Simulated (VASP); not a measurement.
Input:

```
CELL_PARAMETERS angstrom
      0.00000     3.04223     3.04223
      3.04223     0.00000     3.04223
      3.04223     3.04223     0.00000
ATOMIC_POSITIONS crystal
  Cu 0.00000 0.00000 0.00000
  I  0.25000 0.25000 0.25000
```

Method: PBE0 hybrid, VASP's PBE PAW potentials (set 64) (plane waves; VASP). Numerical set-up: 520 eV cut-off, 6×6×6 Γ-centred mesh, Gaussian smearing of 0.050 eV, potentials Cu I.

Q: Give the energy at these volumes per atom, relative to the lowest: 25.57, 26.42, 27.26, 28.10, 28.95 Å³.

A: 34.0, 14.4, 3.6, 0.0, 2.5 meV/atom. A third-order Birch-Murnaghan fit gives B0 = 37.8 GPa and B0′ = 5.2.

The compound is CuI in the zinc blende structure. It was relaxed first. The cell's shape comes from a PBE relaxation.
